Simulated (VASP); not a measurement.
# Au (Gold): structure and properties in VASP, part 2 of 4

How well does PBE + D3(BJ) reproduce what experiment finds for Au (Gold)? The cell is relaxed first, and properties follow on it. Left out of this account: 1 further run (phonons: it ended without a result to show). The start is a cell from a database of measured crystal structures.

VASP 6.6.1, plane waves and PAW; the level of theory is named at each step.

Still holding for the runs below: This run has no spin polarisation. Its electron count is odd, so without a moment it is a metal by construction. The k-mesh is coarse for a metal.

So far. Step 2 (Full relaxation (PBE + D3(BJ))): It ends with forces that vanish by symmetry and a pressure of -0.02 GPa. The volume lies +2.2 % from that of the database's start. Step 3 (Second relaxation): It ends with forces that vanish by symmetry and a pressure of 0.02 GPa. The volume moved by under 0.01 %: the run met its threshold at the first step.

The database entry behind the starting cell differs from later determinations by our own check (0.1 to 0.3 % short, probably kX units), so it need not match the best structure at ambient conditions.

## (4) Single point with fields (PBE + D3(BJ))

Level of this step: PBE with D3(BJ); plane waves and PAW (Au) (VASP).

A single point on the relaxed cell gives a clean self-consistent state, with density, ELF and potential written out.

INCAR reads:

```
SYSTEM = Au
PREC = Accurate
ENCUT = 400
EDIFF = 1E-06
NELM = 100
ISMEAR = 1
SIGMA = 0.2
LREAL = .FALSE.
ALGO = Normal
GGA = PE
IVDW = 12
NBANDS = 11
LORBIT = 11
LWAVE = .FALSE.
LCHARG = .TRUE.
ISIF = 2
LELF = .TRUE.
LVHAR = .TRUE.
```

POSCAR reads:

```
Au
1.0
    0.0000000000      2.0499998893      2.0499998893
    2.0499998893      0.0000000000      2.0499998893
    2.0499998893      2.0499998893      0.0000000000
Au
1
Direct
    0.0000000000      0.0000000000      0.0000000000
```

KPOINTS reads:

```
Automatic mesh
0
Gamma
11 11 11
0 0 0
```

The projector-augmented-wave data sets are Au (PBE family, release 64).

Run with:

```sh
mpirun -np 2 vasp_std
```

Output:

```text
[banner, memory and clock lines left out]
running    2 mpi-ranks, on    1 nodes
 distrk:  each k-point on    2 cores,    1 groups
 distr:  one band on    1 cores,    2 groups

 POSCAR found type information on POSCAR Au
 POSCAR found :  1 types and       1 ions
 LDA part: xc-table for (Slater+PW92), standard interpolation
|                                                                             |
|           W    W    AA    RRRRR   N    N  II  N    N   GGGG   !!!           |
|           W    W   A  A   R    R  NN   N  II  NN   N  G    G  !!!           |
|           W    W  A    A  R    R  N N  N  II  N N  N  G       !!!           |
|           W WW W  AAAAAA  RRRRR   N  N N  II  N  N N  G  GGG   !            |
|           WW  WW  A    A  R   R   N   NN  II  N   NN  G    G                |
|           W    W  A    A  R    R  N    N  II  N    N   GGGG   !!!           |
|                                                                             |
|     The number of bands has been changed from the values supplied in        |
|     The orbitals not found in the WAVECAR file will be initialized with     |
|     random numbers, which is usually adequate. For correlated               |
|     calculations, however, you should redo the groundstate calculation.     |
|     I found NBANDS = 11. Now, NBANDS = 12.                                  |
|                                                                             |

 POSCAR, INCAR and KPOINTS ok, starting setup
 FFT: planning ... GRIDC
 FFT: planning ... GRID_SOFT
 FFT: planning ... GRID
 WAVECAR not read
 entering main loop
       N       E                     dE             d eps       ncg     rms          rms(c)
DAV:   1     0.386789731164E+02    0.38679E+02   -0.47730E+03  1480   0.647E+02
DAV:   2    -0.297759955968E+01   -0.41657E+02   -0.39330E+02  1600   0.162E+02
DAV:   3    -0.347801361678E+01   -0.50041E+00   -0.49995E+00  1616   0.166E+01
DAV:   4    -0.347970938103E+01   -0.16958E-02   -0.16957E-02  1608   0.114E+00
DAV:   5    -0.347972226447E+01   -0.12883E-04   -0.12884E-04  1648   0.926E-02    0.904E+00
DAV:   6    -0.323493587745E+01    0.24479E+00   -0.65775E-01  1452   0.655E+00    0.577E+00
DAV:   7    -0.321687032832E+01    0.18066E-01   -0.61606E-02  1600   0.203E+00    0.274E+00
DAV:   8    -0.321476496457E+01    0.21054E-02   -0.13618E-03  1476   0.300E-01    0.240E-01
DAV:   9    -0.321475706213E+01    0.79024E-05   -0.94337E-06  1624   0.254E-02    0.244E-02
DAV:  10    -0.321476206237E+01   -0.50002E-05   -0.27285E-06  1564   0.158E-02    0.134E-03
DAV:  11    -0.321476210216E+01   -0.39781E-07   -0.63514E-08   840   0.195E-03
   1 F= -.38727008E+01 E0= -.38729250E+01  d E =0.672447E-03
```

It took 11 s on 2 MPI ranks of AMD EPYC 7R43, shared host; peak memory 0.19 GiB.

From OUTCAR (step 4):

```text
The static configuration has the point symmetry O_h .

 Found     56 irreducible k-points:

   k-points           NKPTS =     56   k-points in BZ     NKDIM =     56   number of bands    NBANDS=     12

   NELECT =      11.0000    total number of electrons

 E-fermi :   9.3336

 k-point     1 :       0.0000    0.0000    0.0000
  band No.  band energies     occupation
    ...
      2       4.6596      2.00000
      3       4.6596      2.00000
      4       4.6596      2.00000
      5       6.1461      2.00000
      6       6.1461      2.00000
      7      23.8306      0.00000
      8      27.7655      0.00000
      9      27.7655      0.00000
     10      27.7655      0.00000
     11      32.6368      0.00000
    ...

 k-point     2 :       0.0909    0.0000    0.0000
  band No.  band energies     occupation
    ...
      2       4.5725      2.00000
      3       4.7529      2.00000
      4       4.7529      2.00000
      5       6.1072      2.00000
      6       6.1072      2.00000
      7      24.1354      0.00000
      8      26.1444      0.00000
      9      28.0937      0.00000
     10      28.0937      0.00000
     11      33.3699      0.00000
    ...

 Edisp (eV)   -0.65794

  Total       0.00191     0.00191     0.00191    -0.00000    -0.00000    -0.00000
  in kB       0.17778     0.17778     0.17778    -0.00000    -0.00000    -0.00000
  external pressure =        0.18 kB  Pullay stress =        0.00 kB

  FREE ENERGIE OF THE ION-ELECTRON SYSTEM (eV)
  ---------------------------------------------------
  free  energy   TOTEN  =        -3.8727008111 eV

  energy  without entropy=       -3.8733732576  energy(sigma->0) =       -3.87292496

[... 10 parts as in an earlier step ...]

[... 4 further parts left out ...]
```

This step gave:

```yaml
scf_cycles: 11
bands: 12
pressure: 0.01778 GPa
```

Valence electrons inside each PAW sphere by angular momentum. Sphere charges, by row:

```csv
atom,s (e),p (e),d (e),tot (e)
Au1,0.536,0.348,8.763,9.647
```

Electrostatic potential energy in the ac plane of the conventional cell at fractional y = 0.000, with atoms of Au within 0.2 Å of it. With pseudopotentials it is smooth inside the atoms' cores, unlike the true potential.

Ten even steps from '_' (-66 eV) to '@' (3 eV), each cell a mean:
```
____--##@@@@@@@@@@@@%%++::__
..::++%%@@@@@@@@@@@@@@##==::
++**##@@@@@@@@@@@@@@@@%%##++
%%%%@@@@@@%%##**##%%@@@@@@%%
@@@@@@@@##++----==**%%@@@@@@
@@@@@@%%**::____..==##@@@@@@
@@@@@@%%++..______--**@@@@@@
@@@@@@%%++::______--##@@@@@@
@@@@@@@@##==::..::++%%@@@@@@
@@@@@@@@%%##++++**##@@@@@@@@
**##%%@@@@@@%%%%%%@@@@@@%%##
--==**%%@@@@@@@@@@@@@@##++--
__..==##@@@@@@@@@@@@%%**::__
____--**@@@@@@@@@@@@%%++..__
```
Columns run along a (4.1 Å; values clipped at the 3rd and 97th percentile), rows up along c (4.1 Å), edges of the conventional cell, whose origin can differ from the input's. Atoms in or near the plane, at fractional coordinates: Au at (0.00, 0.00), Au at (0.50, 0.50).

Valence density in the ac plane of the conventional cell at fractional y = 0.000, with atoms of Au within 0.2 Å of it. It is the smooth field of the valence electrons, not physical close to the nuclei.

Ten even steps from '_' (0.1 e/Å³) to '@' (4.6 e/Å³), each cell a mean:
```
%%**==..______________::++%%
++==::..______________..--++
::::..__________________..::
__________........__________
________..::====--..________
________::==**##++--..______
________::++%%@@##==..______
________::++%%%%**==..______
________..--++++==::..______
__________..::::::..________
....____________________....
==--..________________..::==
##++--..______________::==**
@@##==..______________::++%%
```
Columns run along a (4.1 Å), rows up along c (4.1 Å), edges of the conventional cell, whose origin can differ from the input's. Atoms in or near the plane, at fractional coordinates: Au at (0.00, 0.00), Au at (0.50, 0.50).

ELF in the ac plane of the conventional cell at fractional y = 0.000, with atoms of Au within 0.2 Å of it. It is the smooth field of the valence electrons, not physical close to the nuclei.

Ten even steps from '0' (0.01) to '9' (0.33), each cell a mean:
```
00697433358930
24996544457973
89976677766899
98767999987678
55579965798655
34589400279743
33598203059743
33589300069743
44579732499654
77668998997667
99876789876799
57986555557996
02797433458940
30597433359820
```
Columns run along a (4.1 Å), rows up along c (4.1 Å), edges of the conventional cell, whose origin can differ from the input's. Atoms in or near the plane, at fractional coordinates: Au at (0.00, 0.00), Au at (0.50, 0.50).

In this run the pressure is 0.02 GPa, small enough to go on.

## (5) Band structure (PBE + D3(BJ))

The mesh alone shows little of the dispersion and can miss band extrema, so KPOINTS_OPT adds a path through the symmetry points after the self-consistent cycle.

INCAR reads:

```
SYSTEM = Au
PREC = Accurate
ENCUT = 400
EDIFF = 1E-06
NELM = 100
ISMEAR = 1
SIGMA = 0.2
LREAL = .FALSE.
ALGO = Normal
GGA = PE
IVDW = 12
NBANDS = 16
LORBIT = 11
LWAVE = .FALSE.
LCHARG = .FALSE.
KPAR = 2
```

POSCAR is that of step 4.

KPOINTS is that of step 4.

KPOINTS_OPT reads:

```
Line mode
16
Line-mode
Reciprocal
  0.00000000   0.00000000   0.00000000 GAMMA
  0.50000000   0.00000000   0.50000000 X

  0.50000000   0.00000000   0.50000000 X
  0.50000000   0.25000000   0.75000000 W

  0.50000000   0.25000000   0.75000000 W
  0.37500000   0.37500000   0.75000000 K

  0.37500000   0.37500000   0.75000000 K
  0.00000000   0.00000000   0.00000000 GAMMA

  0.00000000   0.00000000   0.00000000 GAMMA
  0.50000000   0.50000000   0.50000000 L

  0.50000000   0.50000000   0.50000000 L
  0.62500000   0.25000000   0.62500000 U

  0.62500000   0.25000000   0.62500000 U
  0.50000000   0.25000000   0.75000000 W

  0.50000000   0.25000000   0.75000000 W
  0.50000000   0.50000000   0.50000000 L

  0.50000000   0.50000000   0.50000000 L
  0.37500000   0.37500000   0.75000000 K

  0.62500000   0.25000000   0.62500000 U
  0.50000000   0.00000000   0.50000000 X
```

Run with:

```sh
mpirun -np 2 vasp_std
```

Output:

```text
[... set-up lines as in an earlier step ...]
 entering main loop
       N       E                     dE             d eps       ncg     rms          rms(c)
DAV:   1     0.468794035943E+02    0.46879E+02   -0.43990E+03  1848   0.487E+02
DAV:   2    -0.269267837903E+01   -0.49572E+02   -0.46614E+02  2392   0.146E+02
DAV:   3    -0.347695927339E+01   -0.78428E+00   -0.78385E+00  2256   0.171E+01
DAV:   4    -0.347970343937E+01   -0.27442E-02   -0.27441E-02  2280   0.115E+00
DAV:   5    -0.347972222973E+01   -0.18790E-04   -0.18791E-04  2256   0.848E-02    0.904E+00
DAV:   6    -0.323489754871E+01    0.24482E+00   -0.56548E-01  2336   0.491E+00    0.576E+00
DAV:   7    -0.321686406975E+01    0.18033E-01   -0.54971E-02  2488   0.155E+00    0.275E+00
DAV:   8    -0.321476869625E+01    0.20954E-02   -0.12625E-03  1952   0.234E-01    0.262E-01
DAV:   9    -0.321475724463E+01    0.11452E-04   -0.11794E-05  2416   0.208E-02    0.386E-02
DAV:  10    -0.321476204407E+01   -0.47994E-05   -0.25859E-06  2200   0.117E-02    0.255E-03
DAV:  11    -0.321476208717E+01   -0.43097E-07   -0.80676E-08  1168   0.172E-03
   1 F= -.38727008E+01 E0= -.38729249E+01  d E =0.672447E-03
 Start KPOINTS_OPT (optional k-point list driver)
k-point batch [1-56\160]
       N       E                     dE             ncg
DAV:   1     0.572943282875E+04   -0.16054E+05     1880
DAV:   2     0.313534095124E+04   -0.25941E+04     2496
DAV:   3     0.309780439754E+04   -0.37537E+02     2232
DAV:   4     0.309766066385E+04   -0.14373E+00     2392
DAV:   5     0.309765955998E+04   -0.11039E-02     2280
DAV:   6     0.309765955007E+04   -0.99135E-05     2328
DAV:   7     0.309765954999E+04   -0.80503E-07     1856
[...]
k-point batch [113-160\160]
       N       E                     dE             ncg
DAV:   1     0.882057196553E+04   -0.16618E+05     1600
DAV:   2     0.665086825092E+04   -0.21697E+04     2112
DAV:   3     0.661942114444E+04   -0.31447E+02     2024
DAV:   4     0.661928773110E+04   -0.13341E+00     1976
DAV:   5     0.661928665292E+04   -0.10782E-02     2032
DAV:   6     0.661928664312E+04   -0.98045E-05     2008
DAV:   7     0.661928664303E+04   -0.83444E-07     1688
```

It took 25 s on 2 MPI ranks; peak memory 0.23 GiB.

From OUTCAR (step 5):

```text
   k-points           NKPTS =     56   k-points in BZ     NKDIM =     56   number of bands    NBANDS=     16

   NELECT =      11.0000    total number of electrons

 E-fermi :   9.3336

 k-point     4 :       0.2727    0.0000    0.0000
  band No.  band energies     occupation
    ...
      2       4.6695      2.00000
      3       4.9094      2.00000
      4       4.9094      2.00000
      5       6.4150      2.00000
      6       6.4150      2.00000
      7      19.5017      0.00000
      8      24.7163      0.00000
      9      28.9407      0.00000
     10      28.9407      0.00000
     11      31.1924      0.00000
    ...

 Edisp (eV)   -0.65794

  Total       0.00184     0.00184     0.00184     0.00000    -0.00000    -0.00000
  in kB       0.17101     0.17101     0.17101     0.00000    -0.00000    -0.00000
  external pressure =        0.17 kB  Pullay stress =        0.00 kB

  FREE ENERGIE OF THE ION-ELECTRON SYSTEM (eV)
  ---------------------------------------------------
  free  energy   TOTEN  =        -3.8727007961 eV

  energy  without entropy=       -3.8733732428  energy(sigma->0) =       -3.87292494

[... 15 parts as in an earlier step ...]

[... 2 further parts left out ...]
```

Spin-orbit coupling is off here; with elements this heavy it splits and shifts levels by tenths of an eV or more.

Numbers from this step:

* bands: 16
* pressure: 0.01710 GPa

The electronic bands at the labelled points (eV, zero at the Fermi level; # counts the bands kept):

```csv
point,#2,#3,#4,#5,#6,#7,#8
Γ,-4.67,-4.67,-4.67,-3.19,-3.19,14.50,18.43
0.47 of the way,-5.67,-4.00,-3.61,-3.61,-2.71,15.16,15.16
X,-6.69,-2.05,-1.69,-1.69,1.01,5.64,9.94
0.47 of the way,-6.35,-3.15,-2.52,-1.69,2.90,5.14,9.00
W,-5.13,-5.13,-3.33,-1.69,4.62,6.23,6.23
0.53 of the way,-5.71,-4.26,-3.08,-1.90,4.07,4.97,7.27
K,-5.79,-3.83,-2.90,-2.13,3.77,4.60,7.33
0.47 of the way,-5.29,-4.57,-3.81,-3.66,-1.62,10.42,12.41
Γ,-4.67,-4.67,-4.67,-3.19,-3.19,14.50,18.43
0.53 of the way,-4.71,-4.42,-4.42,-2.95,-2.95,10.41,15.43
L,-4.71,-4.71,-2.01,-2.01,-0.95,2.97,13.95
0.53 of the way,-5.19,-4.06,-3.99,-2.14,2.20,2.99,11.89
U,-5.79,-3.83,-2.90,-2.13,3.77,4.60,7.33
0.47 of the way,-5.71,-4.26,-3.08,-1.90,4.07,4.97,7.27
W,-5.13,-5.13,-3.33,-1.69,4.62,6.23,6.23
0.47 of the way,-5.39,-4.35,-3.76,-2.15,2.89,3.00,11.58
L,-4.71,-4.71,-2.01,-2.01,-0.95,2.97,13.95
0.47 of the way,-5.11,-4.15,-3.85,-2.11,1.74,2.94,12.68
K,-5.79,-3.83,-2.90,-2.13,3.77,4.60,7.33
jump to U,-5.79,-3.83,-2.90,-2.13,3.77,4.60,7.33
0.53 of the way,-6.50,-2.51,-2.29,-1.79,2.15,5.29,8.87
X,-6.69,-2.05,-1.69,-1.69,1.01,5.64,9.94
```

The electronic bands as a text plot (rows in eV, shown from -8.0 to 6.2 only):

```
    5.9 |        *    *  *                        *
    5.3 |         ** * *                *        * *           **
    4.7 |           *** *                     *** *          **
    4.2 |           *  *                        **  *       *
    3.6 |               *                *   ***   *         **
    3.0 |                *                ****      *********
    2.4 |          *                                 *     *   *
    1.8 |         *       *                 *
    1.2 |        *                                    *         *
    0.6 |                  *               *              *
    0.0 |       *                                      * *
   -0.6 |                   *             *
   -1.2 |                                *              *
   -1.8 |       ********     *           ***    ****   ****   ***
   -2.4 |    **** **    ***   *        ** * ****    ***    ******
   -3.0 |**** *    *** *** **  ********    *  ****     * *   *
   -3.6 | ** **       *   *******           ** *  *** *   * * *
   -4.1 |  ***      *  ***    **     ***    *** *    **   ****
   -4.7 |**          **   ****  ************     * ** *****
   -5.3 |  **        **  *******            ***  *****     **
   -5.9 |    **     ***** ***                  ******        **
   -6.5 |      ******   **                  *****    **    ******
   -7.1 |    ** ***          *         *****           ****    **
   -7.7 |                     *       *
         Γ       X    W  K        Γ      L     U  W     L   K|U X
```

There is no gap at this level.

[end of part 2 of 4]

[Lines on the potential files, build, host, timing and source positions are cut from VASP's logs without a mark.]

[Logs are printed without paths, hosts, clocks, repeated set-up lines and the standing remarks that a program may print on its own settings, such as how far it seeks lower states.]

[Hosts, paths, dates, database ids (printed as entryN), source tags and the programs' standing remarks are cut or masked in the printed files.]

[A measured line is paired with the nearest computed mode of its activity, which favours agreement.]
